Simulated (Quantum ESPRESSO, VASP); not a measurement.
A VASP calculation is set up with these files.

**POSCAR**
```
Li2O
1
    0.0000000000     2.3088450000     2.3088450000
    2.3088450000     0.0000000000     2.3088450000
    2.3088450000     2.3088450000     0.0000000000
Li O
2 1
Direct
  0.2500000000   0.2500000000   0.2500000000
  0.7500000000   0.7500000000   0.7500000000
  0.0000000000   0.0000000000   0.0000000000
```

KPOINTS:
```
K-points
0
gamma
  12 12 12
```

INCAR:
```
ALGO  =  Normal
EDIFF  =  1E-6
ENCUT  =  400
GGA  =  PE
ISIF  =  2
ISMEAR  =  -1
LASPH  =  T
LCHARG  =  F
LREAL  =  F
LWAVE  =  F
NELM  =  100
PREC  =  Accurate
SIGMA  =  0.01
SYSTEM  =  Li2O
```

POTCAR, in this order: Li_sv O (PBE.64 set). Program: vasp_std.

Problem. Write an input for Quantum ESPRESSO that does the same calculation.

Solution. One input that does it (PBE, SSSP 1.1.2 efficiency (PBE) pseudopotentials):
```
&control
 calculation = 'scf'
 prefix = 'pwscf'
 outdir = './tmp'
 pseudo_dir = './'
 tprnfor = .true.
 tstress = .true.
/
&system
 ibrav = 2
 celldm(1) = 8.72616943
 nat = 3
 ntyp = 2
 ecutwfc = 55
 ecutrho = 440
 occupations = 'smearing'
 smearing = 'fd'
 degauss = 0.000734986
/
&electrons
 conv_thr = 1.0d-10
/
ATOMIC_SPECIES
Li     6.9400  li_pbe_v1.4.uspp.F.UPF
O     15.9990  O.pbe-n-kjpaw_psl.0.1.UPF
ATOMIC_POSITIONS angstrom
Li   -1.15442250    1.15442250    1.15442250
Li   -3.46326750    3.46326750    3.46326750
O     0.00000000    0.00000000    0.00000000
K_POINTS automatic
12 12 12  0 0 0
```
The two runs describe the same crystal, functional and task. Each code takes its own potentials, basis and convergence tests.

The structure is a typed Li2O crystal (Fm-3m). The cell was not relaxed at this level, and it may have been scaled.
